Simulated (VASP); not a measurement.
Data:

```
CELL_PARAMETERS angstrom
      1.63207    -2.82683     0.00000
      1.63207     2.82683     0.00000
      0.00000     0.00000    10.70719
ATOMIC_POSITIONS crystal
  In 0.66667 0.33333 0.25148
  Ga 0.33333 0.66667 0.99024
  Ga 0.66667 0.33333 0.75098
  Ga 0.33333 0.66667 0.51145
  N  0.66667 0.33333 0.45407
  N  0.33333 0.66667 0.16964
  N  0.66667 0.33333 0.93277
  N  0.33333 0.66667 0.69337
```

Computed with PBEsol GGA, VASP's PBE PAW potentials (set 64) (plane waves; VASP). Run with 520 eV cut-off, Gaussian smearing of 0.050 eV, potentials In_d Ga_d N.

Unless said otherwise, spin-orbit coupling is left out, though it shifts the bands of the heavy elements here.

**Question.** What does the run give for the band gap (along the path) with the smallest direct gap where there is one?

**Answer.** 
```json
{
  "band gap (along the path)": "0.69 eV",
  "smallest direct gap (along the path)": "0.69 eV"
}
```

The structure was generated: Ga3InN4 was put into an ordered model structure (P3m1), which need not be its known phase. It was relaxed first.
